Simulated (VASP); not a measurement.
```yaml
crystal:
  lattice:
    - [0.00000, 3.10653, 3.10653]
    - [3.10653, 0.00000, 3.10653]
    - [3.10653, 3.10653, 0.00000]
  atoms:
    - { symbol: Pb, position: [0.00000, 0.00000, 0.00000] }
    - { symbol: Se, position: [0.50000, 0.50000, 0.50000] }
```

Calculation: PW91 GGA, VASP's PBE PAW potentials (set 64) (plane waves; VASP). Run with 520 eV cut-off, Gaussian smearing of 0.050 eV, potentials Pb_d Se.

Unless said otherwise, spin-orbit coupling is left out, though it shifts the bands of the heavy elements here.

### Question
Give the energies of bands 7 to 13 at the high-symmetry points, in eV from the valence-band maximum.

### Answer

```csv
band,Γ,X,U,L,W
7,-6.34,-7.28,-7.85,-8.53,-7.83
8,-1.66,-4.60,-4.22,-1.28,-3.89
9,-1.66,-2.94,-2.46,-1.28,-3.89
10,-1.66,-2.94,-2.20,0.00,-0.69
11,4.61,3.91,3.38,0.41,1.93
12,4.61,5.44,3.96,1.79,4.93
13,4.61,5.44,5.33,1.79,4.93
```

The gap is direct, 0.41 eV, from the valence maximum at L to the conduction minimum at L.

The compound is PbSe in the rock salt structure. It was relaxed first.
